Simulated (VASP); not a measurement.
Method: PBE GGA with D3 dispersion (zero damping), VASP's PBE PAW potentials (set 64) (plane waves; VASP).

Input for VASP

KPOINTS:
```
Automatic mesh
0
gamma
14 14 14
0 0 0
```

### POSCAR
```
Pb
3.5151760
  0.0000000000   0.7071066983   0.7071066983
  0.7071066983   0.0000000000   0.7071066983
  0.7071066983   0.7071066983   0.0000000000
Pb
1
direct
  0.0000000000   0.0000000000   0.0000000000
```

### INCAR
```
SYSTEM = Pb
PREC = Accurate
ENCUT = 520
EDIFF = 1E-7
NELM = 100
ALGO = Normal
LREAL = .FALSE.
LASPH = .TRUE.
ISMEAR = -5
GGA = PE
IVDW = 11
LMAXMIX = 4
LWAVE = .FALSE.
LCHARG = .TRUE.
LORBIT = 11
NEDOS = 601
ISIF = 2
```

POTCAR, in this order: Pb_d (PBE.64 set). Program: vasp_std.

Unless said otherwise, spin-orbit coupling is left out, though it shifts the bands of the heavy elements here.

Q: Predict the energy per atom (σ→0), dispersion energy, band gap (on the k-mesh).

A: 
| Property | Result |
|---|---|
| energy per atom (σ→0) | -3799 meV/atom |
| dispersion energy | -0.241 eV |
| band gap (on the k-mesh) | none (metal, semimetal or under 0.01 eV) |

### OSZICAR
```
...
DAV:   5    -0.356919290544E+01   -0.51584E-02   -0.51607E-02  2877   0.275E+00    0.512E-01
DAV:   6    -0.356040364245E+01    0.87893E-02   -0.14893E-02  2869   0.228E+00    0.256E-01
DAV:   7    -0.355828999298E+01    0.21136E-02   -0.64909E-03  2705   0.146E+00    0.871E-02
DAV:   8    -0.355825559749E+01    0.34395E-04   -0.41094E-04  2704   0.391E-01    0.111E-02
DAV:   9    -0.355824972155E+01    0.58759E-05   -0.12162E-05  2881   0.677E-02    0.531E-03
DAV:  10    -0.355824896011E+01    0.76144E-06   -0.14232E-06  2536   0.151E-02    0.398E-04
DAV:  11    -0.355824904272E+01   -0.82615E-07   -0.42829E-08  1528   0.355E-03
   1 F= -.37990489E+01 E0= -.37990489E+01  d E =0.000000E+00
```

The compound is Pb in the fcc structure. It was relaxed first.
